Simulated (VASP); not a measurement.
Output of a VASP run:

OSZICAR:
```
       N       E                     dE             d eps       ncg     rms          rms(c)
DAV:   1     0.688826625848E+03    0.68883E+03   -0.32884E+04  1953   0.262E+03
DAV:   2     0.771753262779E+02   -0.61165E+03   -0.59631E+03  1564   0.789E+02
DAV:   3    -0.243608107999E+02   -0.10154E+03   -0.99930E+02  1715   0.181E+02
DAV:   4    -0.306419173045E+02   -0.62811E+01   -0.62511E+01  1869   0.518E+01
DAV:   5    -0.307834786975E+02   -0.14156E+00   -0.14142E+00  1800   0.790E+00    0.830E+00
DAV:   6    -0.300314392340E+02    0.75204E+00   -0.17867E+00  1792   0.104E+01    0.640E+00
DAV:   7    -0.299621001766E+02    0.69339E-01   -0.76528E-01  1848   0.356E+00    0.248E+00
DAV:   8    -0.299613454069E+02    0.75477E-03   -0.97324E-02  1734   0.248E+00    0.532E-01
DAV:   9    -0.299619029945E+02   -0.55759E-03   -0.15248E-02  1832   0.121E+00    0.133E-01
DAV:  10    -0.299618056308E+02    0.97364E-04   -0.26252E-03  1710   0.427E-01    0.558E-02
DAV:  11    -0.299620138617E+02   -0.20823E-03   -0.77686E-04  1861   0.132E-01    0.332E-02
DAV:  12    -0.299619946516E+02    0.19210E-04   -0.14494E-04  1558   0.905E-02    0.180E-02
DAV:  13    -0.299620024030E+02   -0.77514E-05   -0.16452E-05  1568   0.255E-02    0.690E-03
DAV:  14    -0.299620015643E+02    0.83869E-06   -0.58819E-06  1640   0.199E-02
   1 F= -.29962002E+02 E0= -.29961997E+02  d E =-.299620E+02
```

OUTCAR:
```
------------------------ aborting loop because EDIFF is reached ----------------------------------------
  FORCE on cell =-STRESS in cart. coord.  units (eV):
  Direction    XX          YY          ZZ          XY          YZ          ZX
  --------------------------------------------------------------------------------------
  Total       -0.1082874     -0.1082874     -0.0399646      0.0000000     -0.0000000      0.0000000
  in kB       -0.8221503     -0.8221503     -0.3034231      0.0000000     -0.0000000      0.0000000
  external PRESSURE =      -0.6492412 kB  Pullay stress =       0.0000000 kB
  volume of cell :      211.03
      direct lattice vectors                 reciprocal lattice vectors
    -3.030281617  3.030281617  5.745282280     0.000000000  0.165001166  0.087027926
     3.030281617 -3.030281617  5.745282280     0.165001166  0.000000000  0.087027926
     3.030281617  3.030281617 -5.745282280     0.165001166  0.165001166  0.000000000
 POSITION                                       TOTAL-FORCE (eV/Angst)
 -----------------------------------------------------------------------------------
      0.00000      0.00000      0.00000         0.000000      0.000000     -0.000000
      0.00000      3.03028      2.87264         0.000000     -0.000000      0.000000
      0.00000      0.00000      5.74528         0.000000     -0.000000      0.000000
      3.03028      0.00000      2.87264         0.000000     -0.000000      0.000000
      1.35251      1.51514      7.18160        -0.008292     -0.000000      0.000000
      1.51514     -1.35251      4.30896         0.000000      0.008292     -0.000000
      1.67777      1.51514      1.43632         0.008292     -0.000000     -0.000000
      1.51514      4.38280     -1.43632         0.000000     -0.008292      0.000000
 -----------------------------------------------------------------------------------
    total drift:                               -0.000001     -0.000001     -0.000005
  FREE ENERGIE OF THE ION-ELECTRON SYSTEM (eV)
  ---------------------------------------------------
  free  energy   TOTEN  =       -29.9620015643 eV

  energy  without entropy=      -29.9619934353  energy(sigma->0) =      -29.96199750

 reached required accuracy - stopping structural energy minimisation
```
(Selected blocks of OUTCAR.)

### POSCAR
```
CdGeAs2
1
   -3.0302816169     3.0302816169     5.7452822797
    3.0302816169    -3.0302816169     5.7452822797
    3.0302816169     3.0302816169    -5.7452822797
Cd Ge As
2 2 4
Direct
  0.0000000000   1.0000000000   0.0000000000
  0.7500000000   0.2500000000   0.5000000000
  0.5000000000   0.5000000000   0.0000000000
  0.2500000000   0.7500000000   0.5000000000
  0.8750000000   0.8481665283   0.4731665283
  0.1518334717   0.6250000000   0.0268334717
  0.3750000000   0.4018334717   0.5268334717
  0.5981665283   0.1250000000   0.9731665283
```

### Question
Reconstruct the remaining input files.

### Answer
One answer among several that fit: the input of the run itself, PBE GGA, plane waves, VASP's PBE PAW potentials (set 64).

### KPOINTS
```
Automatic mesh
0
G
  5 5 5
0 0 0
```

### INCAR
```
SYSTEM = CdGeAs2
PREC = Accurate
ENCUT = 500
EDIFF = 1E-6
NELM = 100
ALGO = Normal
LREAL = .FALSE.
LASPH = .TRUE.
ISMEAR = 0
SIGMA = 0.05
GGA = PE
LMAXMIX = 4
LWAVE = .FALSE.
LCHARG = .FALSE.
IBRION = 2
ISIF = 3
NSW = 40
EDIFFG = -0.02
```

POTCAR, in this order: Cd Ge_d As (PBE.64 set). Program: vasp_std.

The compound is CdGeAs2 in the chalcopyrite structure. It was relaxed first, which changed the volume by +7 %.
